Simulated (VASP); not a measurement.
Method: PBE GGA with D4 dispersion, VASP's PBE PAW potentials (set 64) (plane waves; VASP).

A VASP calculation is set up with these files.

INCAR:
```
SYSTEM = Re
PREC = Accurate; ENCUT = 520; LREAL = .FALSE.
LASPH = .TRUE.
EDIFF = 1E-7; NELM = 100; ALGO = Normal
LMAXMIX = 6
ISMEAR = 1; SIGMA = 0.1
GGA = PE; IVDW = 13
IBRION = 2; NSW = 30; ISIF = 4
EDIFFG = -0.01
LWAVE = .FALSE.; LCHARG = .FALSE.
```

KPOINTS:
```
Automatic mesh
0
Gamma
15 15 8
0 0 0
```

File POSCAR:
```
Re
1
    1.3778210576    -2.3864559615     0.0000000000
    1.3778210576     2.3864559615     0.0000000000
    0.0000000000     0.0000000000     4.4583360571
Re
2
Direct
  0.3333330000   0.6666670000   0.2500000000
  0.6666670000   0.3333330000   0.7500000000
```

POTCAR, in this order: Re (PBE.64 set). Program: vasp_std.

Task: What will the output report for the number of irreducible k-points (NKPTS), largest plane-wave count, number of space-group operations, FFT grid (NGX, NGY, NGZ)?

Result: 
number of irreducible k-points (NKPTS): 135
largest plane-wave count: 808
number of space-group operations: 24
FFT grid (NGX, NGY, NGZ): 20 × 20 × 36

The compound is Re in the hcp structure. This run relaxes it. Symmetry was kept, so distortions that lower it aren't found.
